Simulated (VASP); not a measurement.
# Ge48PH19 in VASP: a series of runs, part 2 of 2

VASP 6.6.1. Earlier steps stand in the parts before.

### 3 Single point, optB86b-vdW

Contents of INCAR:

```
PREC = Accurate
ENCUT = 400
EDIFF = 1E-6
ISMEAR = 0
SIGMA = 0.05
LREAL = Auto
LASPH = T
NELM = 60
ALGO = Normal
ISIF = 2
LWAVE = F
LCHARG = F
GGA = MK
LUSE_VDW = T
AGGAC = 0.0
PARAM1 = 0.1234
PARAM2 = 1.0
NBANDS = 388
ISYM = 0
NCORE = 4
```

Contents of KPOINTS:

```
Automatic mesh
0
Gamma
  1 1 1
```

POSCAR is that of step 2.

Potentials or basis: VASP PAW PBE potentials, release 64 (Ge_d, H, P).

The run is started by

```sh
$ cat potpaw_PBE.64/Ge_d/POTCAR potpaw_PBE.64/H/POTCAR potpaw_PBE.64/P/POTCAR > POTCAR
$ mpirun -np 8 vasp_gam > vasp.out
```

OUTCAR:

```text
PREC = Accurate
   ENCUT = 400
   EDIFF = 1E-6
   ISMEAR = 0
   LREAL = Auto
   LASPH = T
   NELM = 60
   ISIF = 2
   GGA = MK
   ISYM = 0

 ion  position               nearest neighbor table
   1  0.685  0.314  0.421-  15 2.46   9 2.46   8 2.58
   2  0.812  0.681  0.421-  16 2.45  10 2.45   5 2.57
   3  0.050  0.950  0.436-  67 1.56  10 2.46  11 2.46   6 2.52
   4  0.319  0.187  0.421-  12 2.45  11 2.45   7 2.57
   5  0.968  0.534  0.456-  13 2.54   9 2.54   2 2.57
   6  0.207  0.793  0.435-  68 2.35  13 2.46  14 2.46   3 2.52
   7  0.466  0.031  0.456-  14 2.54  15 2.54   4 2.57
   8  0.534  0.466  0.457-  12 2.53  16 2.53   1 2.58
   9  0.876  0.389  0.386-   1 2.46  17 2.48  24 2.50   5 2.54
  10  0.880  0.871  0.383-   2 2.45   3 2.46  23 2.48  18 2.50
  11  0.129  0.120  0.384-   4 2.45   3 2.46  17 2.48  19 2.50
  12  0.388  0.380  0.387-   4 2.45  21 2.49  20 2.52   8 2.53
  13  0.111  0.626  0.386-  18 2.46   6 2.46  21 2.48   5 2.54
  14  0.374  0.889  0.386-  19 2.46   6 2.46  22 2.48   7 2.54
[... 51 lines left out ...]
  66  0.137  0.749  0.547-  68 1.43
  67  0.014  0.986  0.497-   3 1.56
  68  0.257  0.745  0.528-  66 1.43  65 1.43   6 2.35
[... 266 lines left out ...]
  band No.  band energies     occupation
      1     -26.0425      2.00000
      2     -26.0224      2.00000
      3     -26.0190      2.00000
      4     -25.9805      2.00000
      5     -25.9691      2.00000
      6     -25.9658      2.00000
[... 352 lines left out ...]
    359       0.5254      0.00000
    360       0.5894      0.00000
 [bands above 360 left out]

------------------------ aborting loop because EDIFF is reached ----------------------------------------

  FORCE on cell =-STRESS in cart. coord.  units (eV):
  Direction    XX          YY          ZZ          XY          YZ          ZX
  --------------------------------------------------------------------------------------
  -------------------------------------------------------------------------------------
  Total       15.8348808      7.7422088     -4.1299131      0.0223802     -0.0806907      0.7648325
  in kB        8.3449556      4.0801310     -2.1764573      0.0117943     -0.0425239      0.4030654
  external PRESSURE =       3.4162098 kB  Pullay stress =       0.0000000 kB

 VOLUME and BASIS-vectors are now :
 -----------------------------------------------------------------------------
  energy-cutoff  :      400.00
  volume of cell :     3040.19
      direct lattice vectors                 reciprocal lattice vectors
     8.001620336  8.001620336  0.000000000     0.062487344  0.062487344  0.000000000
    -8.001620336  8.001620336  0.000000000    -0.062487344  0.062487344  0.000000000
     0.000000000  0.000000000 23.741900000     0.000000000  0.000000000  0.042119628

 POSITION                                       TOTAL-FORCE (eV/Angst)
 -----------------------------------------------------------------------------------
      2.96797      7.99761      9.98500        -0.037267     -0.001189     -0.026537
      1.05286     11.94796      9.98519         0.052424     -0.014288     -0.044843
     -7.20699      8.00070     10.35922         0.023364     -0.001065     -0.063798
      1.05282      4.05176      9.98724         0.051322      0.011310     -0.043789
      3.47875     12.01691     10.81687        -0.054611     -0.007162     -0.044074
     -4.68851      7.99994     10.32219        -0.002747     -0.001929     -0.028275
[... 60 lines left out ...]
     -7.78168      8.00073     11.80493        -0.012861     -0.000098      0.046056
     -3.91048      8.01779     12.54271         0.070430      0.004149     -0.020153
 -----------------------------------------------------------------------------------
    total drift:                               -0.002187      0.001510      0.006781

  FREE ENERGIE OF THE ION-ELECTRON SYSTEM (eV)
  ---------------------------------------------------
  free  energy   TOTEN  =      -110.6432791735 eV

  energy  without entropy=     -110.6432791693  energy(sigma->0) =     -110.64327917

Total vdW correction in eV:    138.2984849
```

stdout:

```text
POSCAR found type information on POSCAR GeH P
 POSCAR found :  3 types and      68 ions
 scaLAPACK will be used
 -----------------------------------------------------------------------------
|                                                                             |
|                                                                             |
[... 16 lines left out ...]
|                                                                             |
 -----------------------------------------------------------------------------

 LDA part: xc-table for (Slater+PW92), standard interpolation
 POSCAR, INCAR and KPOINTS ok, starting setup
 FFT: planning ... GRIDC
 FFT: planning ... GRID_SOFT
 FFT: planning ... GRID
 WAVECAR not read
 entering main loop
```

Wall time 7.5 min (8 MPI ranks of AMD EPYC 9R45 (Zen 5), shared host); peak memory 1 GiB.

Results:

```yaml
Free_energy: -110.6433 eV
Largest_force: 0.235 eV/Å
Band_gap_on_the_k_mesh: 0.41 eV, direct
```

Forces in eV/Å, atoms in the order of the input:
```
Ge  -0.037 -0.001 -0.027
Ge   0.052 -0.014 -0.045
Ge   0.023 -0.001 -0.064
Ge   0.051  0.011 -0.044
Ge  -0.055 -0.007 -0.044
Ge  -0.003 -0.002 -0.028
Ge  -0.053  0.009 -0.046
Ge   0.067 -0.001 -0.049
Ge  -0.047 -0.012  0.035
Ge   0.033 -0.024  0.029
Ge   0.031  0.021  0.030
Ge   0.042 -0.020  0.030
Ge  -0.028 -0.011  0.025
Ge  -0.027  0.010  0.025
Ge  -0.045  0.011  0.036
Ge   0.040  0.017  0.031
Ge   0.010  0.000  0.002
Ge  -0.010 -0.025  0.024
Ge  -0.011  0.027  0.024
Ge   0.006 -0.005  0.058
Ge  -0.003  0.000  0.009
Ge  -0.003 -0.001  0.009
Ge   0.010  0.000  0.002
Ge   0.005  0.011  0.059
Ge  -0.001  0.000 -0.010
Ge  -0.006  0.014 -0.010
Ge   0.008  0.002 -0.015
Ge  -0.005 -0.012 -0.011
Ge   0.000  0.002 -0.005
Ge   0.003  0.000 -0.007
Ge   0.000 -0.002 -0.005
Ge   0.002  0.001 -0.011
Ge   0.008  0.000 -0.020
Ge   0.004  0.002 -0.018
Ge   0.006  0.000 -0.022
Ge   0.004 -0.002 -0.018
Ge  -0.001 -0.002 -0.019
Ge   0.004  0.000 -0.019
Ge  -0.001  0.002 -0.019
Ge   0.005  0.000 -0.013
Ge   0.191  0.028  0.006
Ge  -0.234  0.004 -0.015
Ge  -0.233 -0.004 -0.009
Ge  -0.233  0.023 -0.006
Ge   0.179 -0.008  0.001
Ge   0.181  0.009 -0.001
Ge   0.190 -0.028  0.006
Ge  -0.233 -0.025 -0.005
H   -0.110 -0.032 -0.014
H    0.076  0.014  0.034
H   -0.071  0.009  0.036
H    0.118 -0.007 -0.030
H   -0.070 -0.009  0.035
H    0.118  0.009 -0.030
H   -0.073  0.016  0.032
H    0.134 -0.014 -0.024
H   -0.125  0.012 -0.012
H    0.080 -0.007  0.025
H   -0.125 -0.008 -0.012
H    0.080  0.007  0.025
H   -0.110  0.034 -0.014
H    0.076 -0.015  0.034
H   -0.073 -0.016  0.032
H    0.134  0.013 -0.024
H   -0.004  0.043  0.020
H   -0.002 -0.051  0.025
H   -0.013  0.000  0.046
P    0.070  0.004 -0.020
```

Caveat: the PAW data sets were made with another functional, which shifts forces and pressure a little.
